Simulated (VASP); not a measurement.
```xyz
2
Lattice="0.0000 3.2382 3.2382 3.2382 0.0000 3.2382 3.2382 3.2382 0.0000" Properties=species:S:1:pos:R:3 pbc="T T T"
In     0.0000     3.2382     3.2382
Sb     1.6191     1.6191     1.6191
```

Calculation: PBE GGA with D3 dispersion (Becke-Johnson damping), VASP's PBE PAW potentials (set 64) (plane waves; VASP). Settings: 520 eV cut-off, 10×10×10 Γ-centred mesh, first-order Methfessel-Paxton smearing of 0.10 eV, potentials In_d Sb.

Unless said otherwise, spin-orbit coupling is left out, though it shifts the bands of the heavy elements here.

Question: Estimate the energy per atom (σ→0), pressure, band gap (on the k-mesh) with the smallest direct gap where there is one.

Answer: 
```json
{
  "band gap (on the k-mesh)": "none (metal, semimetal or under 0.01 eV)",
  "energy per atom (σ→0)": "-3.785 eV/atom",
  "pressure": "1.39 GPa"
}
```

Total energies compare only between runs with the same potentials, cut-off and functional.

The compound is InSb in the zinc blende structure. This cell is one point of a volume scan, at 0.97 of the reference volume.
